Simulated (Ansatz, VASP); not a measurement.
**MoS2: VASP beside Ansatz**

One calculation is typed for both programs; each brings its own data sets. How far apart do they land? The cell is taken from a series of runs on this material, whose earlier steps may have relaxed, scaled, displaced or heated it; both programs get it as it stands.

Method: plane waves, with VASP 6.6.1 beside it; zone-centre phonons at LDA, in Ansatz 0.2.0.

**1. Starting point**

The structure is hexagonal, space group P6_3/mmc (No. 194). The conventional cell has a = 3.122 Å, b = 3.122 Å, c = 12.077 Å, α = 90.00°, β = 90.00°, γ = 120.00°. Mo has 6 S at 2.38 Å nearest. Nearest to S lie 3 Mo at 2.38 Å. Farther neighbours and most contacts between anions are not listed.

**2. Ansatz: zone-centre phonons, LDA**

Ansatz runs on its PAW soft_1 files.

Second derivatives magnify differences that forces hide, and they need a tight electronic threshold.

File input.yaml:

```yaml
crystal:
  lattice:
    - [3.1222910216, 0.0, 0.0]
    - [-1.5611455108, 2.7039833427, 0.0]
    - [0.0, 0.0, 12.0773137427]
  atoms:
    - { symbol: Mo, position: [0.3333333333, 0.6666666667, 0.25] }
    - { symbol: Mo, position: [0.6666666667, 0.3333333333, 0.75] }
    - { symbol: S, position: [0.3333333333, 0.6666666667, 0.6213145158] }
    - { symbol: S, position: [0.6666666667, 0.3333333333, 0.1213145158] }
    - { symbol: S, position: [0.3333333333, 0.6666666667, 0.8786854842] }
    - { symbol: S, position: [0.6666666667, 0.3333333333, 0.3786854842] }
kpoints:
  mp_grid: { grid: [12, 12, 3] }
hamiltonian:
  xc: lda
  pseudopotentials: { kind: paw, azcp: { folder: soft_1 }, xc_functional: pbe }
scf:
  occupations: { method: fixed }
output:
  eigenvalues: true
phonons:
  method: dfpt
  dielectric: true
  rigid_motions: translations
```

On the command line:

```
$ ansatz run input.yaml --threads 4 --pin off --max-ram 16384MiB --backend cpu --events-out ev --progress --plain --runs-dir out
```

Numbers of over 12 decimals in the logs are rounded to 6 here.

Output:

```text
Engine: ansatz 0.2.0, aarch64-unknown-linux-gnu
Pseudopotentials: kind: paw
Pseudopotential: Mo, paw, valence charge 14, recommended cutoff 420 eV (normal), soft_1/Mo.paw.azcp
Pseudopotential: S, paw, valence charge 6, recommended cutoff 420 eV (normal), soft_1/S.paw.azcp
Functional definition: SPW92
  exchange = slater_x
  correlation = pw_c
Crystal: 6 atoms, lattice volume = 101.964 Å³
Basis set: ecut = 420 eV, 1997 PW (Γ), exchange–correlation on 48×48×180 points (8 copies of the dense FFT grid, shifted against one another)
Bands: 32, of which v1, the nominal top of the filled ones, is band 26 counted from 1 (25 counted from 0)
Symmetry: 24 space group operations
k-points: 121 of 432 (irreducible under 2 space group operations, time reversal used)
Non-local potential: Mo, projectors of the file, l = 0: 3, l = 1: 2, l = 2: 2, l = 3: 1
Non-local potential: S, projectors of the file, l = 0: 2, l = 1: 2, l = 2: 1
PAW form: soft (Blöchl's): semilocal exchange-correlation on the pseudo side does not see the compensation charge
PAW frozen core: Mo, regenerated for the run's functional, and the local potential with it (the file was generated under x = pbe(κ = 0.804, μ = 0.219515), c = pbe(β = 0.066725))
PAW frozen core: S, regenerated for the run's functional, and the local potential with it (the file was generated under x = pbe(κ = 0.804, μ = 0.219515), c = pbe(β = 0.066725))
PAW one-centre angular grid: Mo, 590 points (default); XC on 64 Gauss nodes
PAW one-centre angular grid: S, 110 points (default); XC on 64 Gauss nodes
Initial density: superposition of atomic densities (chi_scale 0.1, normalization cell, long waves kept (reshape's long-wave potential 0.07 eV rms))
Initial wavefunctions: pseudopotential atomic-orbital guess
Functional: x = slater, c = lda
SCF iter   1: F=—  HF=-13171.533046 eV  |F-HF|=—  |Δ(HF+E_count)|=         —  Δρ=6.09e-2  dr2=4.83e0  ethr=3.10e-3  ⟨swp⟩=5.2  Hψ=16819  notcnv=0  defer=344
preconditioner: auto → Resta (q_TF=auto, 2.439 Å⁻¹)  ε∞=8.0  [insulator: Δε(μ)=0.632 eV  Ē_g=8.329 eV  n_scr=26 (ndim 8)  ℏωp=22.1 eV  f_vac=0.000  ε∞_Penn≈8.0]
SCF iter   2: F=—  HF=-13170.276516 eV  |F-HF|=—  |Δ(HF+E_count)|=    1.26e0  Δρ=2.70e-2  dr2=1.74e0  ethr=3.10e-3  ⟨swp⟩=3.7  Hψ=8308  notcnv=0  defer=269
SCF iter   3: F=—  HF=-13169.920736 eV  |F-HF|=—  |Δ(HF+E_count)|=   3.56e-1  Δρ=1.42e-2  dr2=2.73e-1  ethr=3.10e-3  ⟨swp⟩=2.0  Hψ=5217  notcnv=0  defer=392
SCF iter   4: F=—  HF=-13169.833989 eV  |F-HF|=—  |Δ(HF+E_count)|=   8.67e-2  Δρ=2.82e-3  dr2=1.51e-2  ethr=5.25e-4  ⟨swp⟩=2.8  Hψ=6756  notcnv=0  defer=468
SCF iter   5: F=—  HF=-13169.831531 eV  |F-HF|=—  |Δ(HF+E_count)|=   2.46e-3  Δρ=7.61e-4  dr2=8.84e-4  ethr=2.90e-5  ⟨swp⟩=2.6  Hψ=5728  notcnv=0  defer=484
SCF iter   6: F=—  HF=-13169.831516 eV  |F-HF|=—  |Δ(HF+E_count)|=   1.47e-5  Δρ=2.83e-4  dr2=1.26e-4  ethr=1.70e-6  ⟨swp⟩=2.3  Hψ=6845  notcnv=0  defer=484
SCF iter   7: F=—  HF=-13169.831501 eV  |F-HF|=—  |Δ(HF+E_count)|=   1.49e-5  Δρ=2.65e-5  dr2=1.02e-6  ethr=2.43e-7  ⟨swp⟩=2.0  Hψ=5194  notcnv=0  defer=470
SCF iter   8: F=—  HF=-13169.831502 eV  |F-HF|=—  |Δ(HF+E_count)|=   2.48e-7  Δρ=7.26e-6  dr2=5.41e-8  ethr=1.96e-9  ⟨swp⟩=2.6  Hψ=7364  notcnv=0  defer=428
SCF iter   9: F=—  HF=-13169.831502 eV  |F-HF|=—  |Δ(HF+E_count)|=   6.24e-9  Δρ=1.51e-6  dr2=3.34e-9  ethr=1.04e-10  ⟨swp⟩=2.5  Hψ=6519  notcnv=0  defer=428
SCF iter  10: F=-13169.831502 eV  HF=-13169.831502 eV  |F-HF|=5.28e-11  |Δ(HF+E_count)|=  4.82e-10  Δρ=2.24e-7  dr2=7.87e-11  ethr=1.00e-12  ⟨swp⟩=14.6  Hψ=32876  notcnv=0
SCF 1 converged in 10 iterations: F = -13169.831502 eV  dr2 = 7.87e-11
  greatest PAW one-centre occupation: 0.998 electrons in one spin orbital (limit 2), on the Mo atom at site 1 (counted from 0), in its partial waves of l = 0
NSCF: frozen V_eff on 4 k-points
DFPT response loops at Γ: preconditioner auto → Resta (q_TF=auto, 2.439 Å⁻¹)  ε∞=9.1 (no band partly filled); β = 1.00, the filter's whole step (`scf.mixing.beta` (0.50) is not read by the response loops at its default; to damp them type it under 1.00, their step now; it binds the ground state too); Broyden in place of MSR1
── the response to a field inside a basis, on 12×12×4 k-points: an SCF that follows is theirs, and a resumed run solves both again ──
Bands: 27, of which v1, the nominal top of the filled ones, is band 26 counted from 1 (25 counted from 0)
k-points: 84 of 576 (irreducible under 8 space group operations)
Initial density: handed on by an earlier stage of this run
Initial wavefunctions: pseudopotential atomic-orbital guess (no wavefunctions were taken with the density)
Eigensolver: Dense (84 Hₖ)
SCF iter   1: F=—  HF=-13169.788305 eV  |F-HF|=—  |Δ(HF+E_count)|=         —  Δρ=1.73e-4  dr2=7.56e-6  ethr=1.00e-1
preconditioner: auto → Resta (q_TF=auto, 2.439 Å⁻¹)  ε∞=10.3  [insulator: Δε(μ)=0.834 eV  Ē_g=7.223 eV  n_scr=26 (ndim 8)  ℏωp=22.1 eV  f_vac=0.006  ε∞_Penn≈10.3]
SCF iter   2: F=—  HF=-13169.788307 eV  |F-HF|=—  |Δ(HF+E_count)|=   1.62e-6  Δρ=9.53e-5  dr2=2.53e-6  ethr=1.45e-8
SCF iter   3: F=—  HF=-13169.788308 eV  |F-HF|=—  |Δ(HF+E_count)|=   7.18e-7  Δρ=1.12e-5  dr2=3.14e-7  ethr=4.87e-9
SCF iter   4: F=-13169.788308 eV  HF=-13169.788308 eV  |F-HF|=9.48e-10  |Δ(HF+E_count)|=   4.04e-8  Δρ=4.77e-6  dr2=1.58e-8  ethr=6.03e-10
SCF 1 converged in 4 iterations: F = -13169.788308 eV  dr2 = 1.58e-8
DFPT response loops at Γ: preconditioner auto → Resta (q_TF=auto, 2.439 Å⁻¹)  ε∞=8.5 (no band partly filled); β = 1.00, the filter's whole step (`scf.mixing.beta` (0.50) is not read by the response loops at its default; to damp them type it under 1.00, their step now; it binds the ground state too); Broyden in place of MSR1
SCF converged after 10 iterations
Free energy (F): -13169.831502 eV
Harris-Foulkes:  -13169.831502 eV  (|F-HF|=5.28e-11)
Internal energy: -13169.831502 eV  (E = F + TS)
E sigma→0 (E₀):  -13169.831502 eV
Fermi energy:    11.538723 eV
--- Per-component energies (eV) ---
  E_band       = -284.226523
  E_kinetic    = 1276.238476
  E_local      = -3792.031649  (includes V_loc(G=0)·N_el)
  E_nonlocal   = 448.731508
  E_hartree    = 1462.362823
  E_xc         = -706.535384
  E_vxc        = -774.808280  (∫ρ·V_xc dr)
  E_paw        = -8507.231645  (= ΣΔE_a)
  E_vpaw       = -367.082708  (= ΣTr[D̂ρ^β])
  E_aug_tail   = 0.000078  (compensation charges beyond the density's cutoff)
  E_ewald      = -3352.924130
  E_core_change = 1.558422  (= ΣΔE_core)
  E_smearing   = -0.000000  (= −TS)
  E_closure    = 0.000000  (closes the sum)
  Σ components = -13169.831502   (vs F -13169.831502, Δ=0.00e0)
--- Band table (eV; the first three rows and the last of 121) ---
  k-point 0: bands = [... 22 lower, 9.3266, 10.1359, 10.3941, 11.5387, 13.6720, 13.6720, 13.7034, 13.7034, ... 2 higher]
  k-point 1: bands = [... 22 lower, 9.3125, 9.3125, 11.0074, 11.4138, 13.6728, 13.6728, 13.6847, 13.6847, ... 2 higher]
  k-point 2: bands = [... 22 lower, 9.4003, 10.1589, 10.5419, 11.3141, 13.5453, 13.5816, 13.6776, 13.7141, ... 2 higher]
  k-point 120: bands = [... 22 lower, 8.9805, 9.2205, 10.1941, 10.2607, 12.8308, 13.1467, 13.5689, 13.7015, ... 2 higher]
--- Phonons (Γ-DFPT): 4 representative perturbations + reference, on 121 of 432 k-points (Σ response iterations 13) ---
  k mesh reduced under 2 symmetry operations, with k and −k counted as one. Each operation leaves every solved perturbation unchanged. A smaller set is not considered because the run solves the response to a homogeneous field
  ASR residual: 1.588e-4 → 0.000e0 eV/Å²; symmetrization residual: 4.125e-6 eV/Å²
  ASR residual per site (eV/Å²): 1.59e-4 1.59e-4 3.60e-5 3.60e-5 3.60e-5 3.60e-5
  Γ frequencies (cm⁻¹): 0.00 0.00 0.00 35.21 35.21 55.55 287.82 287.82 290.44 290.44 388.61 388.61 389.10 389.10 409.29 413.59 470.64 474.57
  ε∞ (high-frequency dielectric tensor):
       15.420402     0.000000     0.000000
        0.000000    15.420402     0.000000
        0.000000     0.000000     7.380265
  ε⁰ (static dielectric tensor: ions relaxed, cell fixed):
       15.641807     0.000000     0.000000
        0.000000    15.641807     0.000000
        0.000000     0.000000     7.458321
  ε⁰ − ε∞ (ionic part):
        0.221405     0.000000     0.000000
        0.000000     0.221405     0.000000
        0.000000     0.000000     0.078056
  softest optical mode at Γ: 35.21 cm⁻¹; the repairs (sum rule, projections) moved no ω² at Γ by more than (1.04 cm⁻¹)²
  Born effective charges Z* (e; rows j = field, columns β = displacement):
    site 0:
        -1.15536   -0.00000   -0.00000
         0.00000   -1.15536    0.00000
         0.00000    0.00000   -0.82977
    site 1:
        -1.15536   -0.00000   -0.00000
        -0.00000   -1.15536    0.00000
         0.00000    0.00000   -0.82977
    site 2:
         0.57768   -0.00000    0.00000
         0.00000    0.57768    0.00000
         0.00000    0.00000    0.41488
    site 3:
         0.57768    0.00000    0.00000
         0.00000    0.57768   -0.00000
         0.00000   -0.00000    0.41488
    site 4:
         0.57768    0.00000   -0.00000
         0.00000    0.57768   -0.00000
        -0.00000   -0.00000    0.41488
    site 5:
[...]
Z* charge neutrality: 5.468e-3 e pre-enforcement
  solved inside a basis spanned on kpoints, on 12×12×4 k-points, its susceptibility summed on 16×16×4: ε∞ is read to err by 7.1e-2, Z* by 1.6e-2 e (field_mesh: kpoints solves on kpoints); Z* is corrected for what the basis lacks
  optical modes at Γ without the LO–TO term, one row a degenerate level:
      ω (cm⁻¹)  modes    IR ((D/Å)²/amu)
[...]
optical modes at Γ + LO–TO along q̂ = [1.0000, 0.0000, 0.0000]:
      ω (cm⁻¹)  modes    IR ((D/Å)²/amu)
[...]
optical modes at Γ + LO–TO along q̂ = [0.0000, 1.0000, 0.0000]:
      ω (cm⁻¹)  modes    IR ((D/Å)²/amu)
[...]
optical modes at Γ + LO–TO along q̂ = [0.0000, 0.0000, 1.0000]:
      ω (cm⁻¹)  modes    IR ((D/Å)²/amu)
[...]
287.82      2             0.0000
        290.44      2             0.0000
        388.61      2             0.0000
        389.10      2             3.2050
        409.29      1             0.0000
        413.59      1             0.0000
        473.12      1             0.8266
        474.57      1             0.0000
```

In the SCF lines HF is the Harris–Foulkes energy and dr2 the Hartree energy of the density residual, in eV; the loop may stop once dr2 is under the threshold and the program's other checks hold. Hψ counts applications of the Hamiltonian.

(Continued in part 2 of 3.)

[Lines on the potential files, build, host, timing and source positions are cut from VASP's logs without a mark.]

[Logs are printed without paths, hosts, clocks, repeated set-up lines and the standing remarks that a program may print on its own settings, such as how far it seeks lower states.]

[Hosts, paths, dates, database ids (printed as entryN), source tags and the programs' standing remarks are cut or masked in the printed files.]
